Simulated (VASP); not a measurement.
Data:

```
CELL_PARAMETERS angstrom
      0.00000     2.10500     2.10500
      2.10500     0.00000     2.10500
      2.10500     2.10500     0.00000
ATOMIC_POSITIONS crystal
  Mg 0.00000 0.00000 0.00000
  O  0.50000 0.50000 0.50000
```

Computed with PBE GGA, VASP's PBE PAW potentials (set 64) (plane waves; VASP). Numerical set-up: 520 eV cut-off, 10×10×10 Γ-centred mesh, Gaussian smearing of 0.050 eV, potentials Mg O.

Task: Give the stress tensor in GPa (positive for a compressed cell).

Result: 
```
4.17  0.00  0.00
0.00  4.17  0.00
0.00  0.00  4.17
```
The pressure is its mean diagonal, 4.17 GPa.

The compound is MgO in the rock salt structure. The cell was not relaxed at this level.
